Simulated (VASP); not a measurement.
Calculation: PBEsol GGA, VASP's PBE PAW potentials (set 64) (plane waves; VASP).

VASP input:

### INCAR
```
ICHARG  =  11   # fixed density
GGA  =  PS
LREAL  =  .False.
ALGO  =  Normal   # blocked Davidson
PREC  =  Accurate
NELM  =  100   # most electronic steps
EDIFF  =  1E-7
LCHARG  =  .False.
LORBIT  =  11   # lm-projected
SYSTEM  =  Ga3InAs4
ISMEAR  =  0
SIGMA  =  0.05   # width (eV)
LMAXMIX  =  4   # l cut-off of mixed one-centre charges
ENCUT  =  400   # plane-wave cut-off (eV)
LWAVE  =  .False.
LASPH  =  .True.   # aspherical one-centre terms
```

### POSCAR
```
Ga3InAs4
1
    5.7649125343     0.0000000000     0.0000000000
    0.0000000000     5.7649125343     0.0000000000
    0.0000000000     0.0000000000     5.7649125343
In As Ga
1 4 3
Direct
  0.0000000000   0.0000000000   0.0000000000
  0.2595866231   0.2595866231   0.2595866231
  0.7404133769   0.7404133769   0.2595866231
  0.7404133769   0.2595866231   0.7404133769
  0.2595866231   0.7404133769   0.7404133769
  0.5000000000   0.5000000000   0.0000000000
  0.5000000000   0.0000000000   0.5000000000
  0.0000000000   0.5000000000   0.5000000000
```

### KPOINTS
```
k-points along high-symmetry lines
15
Line-mode
Reciprocal
  0.000000   0.000000   0.000000 ! GAMMA
  0.000000   0.500000   0.000000 ! X

  0.000000   0.500000   0.000000 ! X
  0.500000   0.500000   0.000000 ! M

  0.500000   0.500000   0.000000 ! M
  0.000000   0.000000   0.000000 ! GAMMA

  0.000000   0.000000   0.000000 ! GAMMA
  0.500000   0.500000   0.500000 ! R

  0.500000   0.500000   0.500000 ! R
  0.000000   0.500000   0.000000 ! X

  0.500000   0.500000   0.500000 ! R
  0.500000   0.500000   0.000000 ! M
```

POTCAR, in this order: In_d As Ga_d (PBE.64 set). Program: vasp_std. Read from the step before: CHGCAR.

The run wrote:

File OSZICAR:
```
       N       E                     dE             d eps       ncg     rms          rms(c)
DAV:   1     0.589484534157E+03    0.58948E+03   -0.28419E+04  8001   0.191E+03
DAV:   2     0.588134116019E+02   -0.53067E+03   -0.51853E+03  8404   0.512E+02
DAV:   3    -0.279903822579E+02   -0.86804E+02   -0.83909E+02  8969   0.175E+02
DAV:   4    -0.335366782562E+02   -0.55463E+01   -0.54448E+01  9589   0.428E+01
DAV:   5    -0.337464768411E+02   -0.20980E+00   -0.20874E+00 11866   0.826E+00
DAV:   6    -0.337519450810E+02   -0.54682E-02   -0.54541E-02 10099   0.112E+00
DAV:   7    -0.337521632835E+02   -0.21820E-03   -0.21800E-03 13233   0.224E-01
DAV:   8    -0.337521668831E+02   -0.35996E-05   -0.35990E-05 10935   0.252E-02
DAV:   9    -0.337521669978E+02   -0.11473E-06   -0.11439E-06  9110   0.430E-03
DAV:  10    -0.337521670029E+02   -0.50568E-08   -0.56603E-08  6183   0.126E-03
   1 F= -.33752167E+02 E0= -.33751460E+02  d E =-.141378E-02
```

File OUTCAR:
```
 val. band max:        3.9271601828   @ k =   0.0000   0.0000   0.0000

 cond. band min:       4.0238712767   @ k =   0.0000   0.0000   0.0000



 k-point     1 :       0.0000    0.0000    0.0000
  band No.  band energies     occupation
      1     -10.9350      2.00000
      2     -10.9350      2.00000
      3     -10.9350      2.00000
      4     -10.8428      2.00000
      5     -10.8428      2.00000
      6     -10.8428      2.00000
      7     -10.8098      2.00000
      8     -10.8098      2.00000
      9     -10.8098      2.00000
     10     -10.8002      2.00000
     11     -10.8002      2.00000
     12     -10.7979      2.00000
     13     -10.7775      2.00000
     14     -10.7681      2.00000
     15     -10.7681      2.00000
     16     -10.3573      2.00000
     17     -10.3573      2.00000
     18     -10.3573      2.00000
     19     -10.2288      2.00000
     20     -10.2288      2.00000
     21      -8.5573      2.00000
     22      -6.1804      2.00000
     23      -6.1804      2.00000
     24      -6.1804      2.00000
     25      -2.8738      2.00000
     26      -2.8738      2.00000
     27      -2.1762      2.00000
     28       1.2777      2.00000
     29       1.2777      2.00000
     30       1.2777      2.00000
     31       1.4033      2.00000
     32       1.4033      2.00000
     33       1.4033      2.00000
     34       3.9272      1.91832
     35       3.9272      1.91832
     36       3.9272      1.91832
     37       4.0239      0.32003
     38       5.3392      0.00000
     39       5.3392      0.00000
     40       5.3392      0.00000
     41       5.4890      0.00000
     42       5.7078      0.00000
     43       5.7078      0.00000

 k-point     2 :       0.0000    0.0357    0.0000
  band No.  band energies     occupation
      1     -10.9349      2.00000
      2     -10.9349      2.00000
      3     -10.9348      2.00000
      4     -10.8430      2.00000
      5     -10.8427      2.00000
      6     -10.8427      2.00000
...
```

The density is held fixed in this step, so its total energy and stress have no physical meaning. Unless said otherwise, spin-orbit coupling is left out, though it shifts the bands of the heavy elements here.

The structure was generated: Ga3InAs4 was put into an ordered model structure (P-43m), which need not be its known phase. It was relaxed first.
